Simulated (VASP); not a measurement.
Computed with PBEsol GGA, VASP's PBE PAW potentials (set 64) (plane waves; VASP 6.6.1).

The input files of a VASP run:

### POSCAR
```
HfTi3N4
1
    4.2974890742     0.0000000000     0.0000000000
    0.0000000000     4.2974890742     0.0000000000
    0.0000000000    -0.0000000000     4.2974890742
Ti N Hf
3 4 1
Direct
  0.0000000000   0.0000000000   0.0000000000
  0.5000000000   0.5000000000   0.0000000000
  0.5000000000   0.0000000000   0.5000000000
  0.5000000000   0.5000000000   0.5000000000
  0.0000000000   0.0000000000   0.5000000000
  0.0000000000   0.5000000000   0.0000000000
  0.5000000000   0.0000000000   0.0000000000
  0.0000000000   0.5000000000   0.5000000000
```

KPOINTS:
```
kpoints
0
Gamma
7 7 7
0 0 0
```

**INCAR**
```
# general
SYSTEM  = HfTi3N4
PREC    = Accurate
ENCUT   = 520
LREAL   = .FALSE.
LASPH   = .TRUE.

# electronic loop
EDIFF   = 1E-6
NELM    = 100
ALGO    = Normal
LMAXMIX = 6

# smearing
ISMEAR  = 1
SIGMA   = 0.1

# functional
GGA     = PS

# ions
IBRION  = 2
NSW     = 60
ISIF    = 3
EDIFFG  = -0.02

# output
LWAVE   = .FALSE.
LCHARG  = .FALSE.
```

POTCAR, in this order: Ti_sv N Hf_pv (PBE.64 set). Program: vasp_std.

Unless said otherwise, spin-orbit coupling is left out, though it shifts the bands of the heavy elements here.

Problem. What does the run give for the energy per atom (σ→0), band gap (on the k-mesh)?

Solution. 
```json
{
 "energy per atom (σ→0)": "-1026.4 kJ/mol of atoms",
 "band gap (on the k-mesh)": "none (metal, semimetal or under 0.01 eV)"
}
```

File OSZICAR:
```
...
DAV:  10    -0.851113292014E+02   -0.55961E-02   -0.12653E-01  2165   0.245E+00    0.588E-01
DAV:  11    -0.851075204877E+02    0.38087E-02   -0.23099E-02  2090   0.998E-01    0.246E-01
DAV:  12    -0.851075644538E+02   -0.43966E-04   -0.15850E-03  2033   0.264E-01    0.603E-02
DAV:  13    -0.851075489456E+02    0.15508E-04   -0.30131E-04  2369   0.110E-01    0.362E-02
DAV:  14    -0.851075481194E+02    0.82623E-06   -0.40585E-05  2147   0.421E-02    0.214E-02
DAV:  15    -0.851075465099E+02    0.16094E-05   -0.38753E-05  2203   0.433E-02    0.666E-03
DAV:  16    -0.851075467128E+02   -0.20291E-06   -0.11940E-06  1232   0.976E-03
   1 F= -.85107547E+02 E0= -.85106784E+02  d E =-.851075E+02
```

The structure was generated: HfTi3N4 was put into an ordered model structure (Pm-3m), which need not be its known phase. It was relaxed first. The start is the result of an earlier pass.
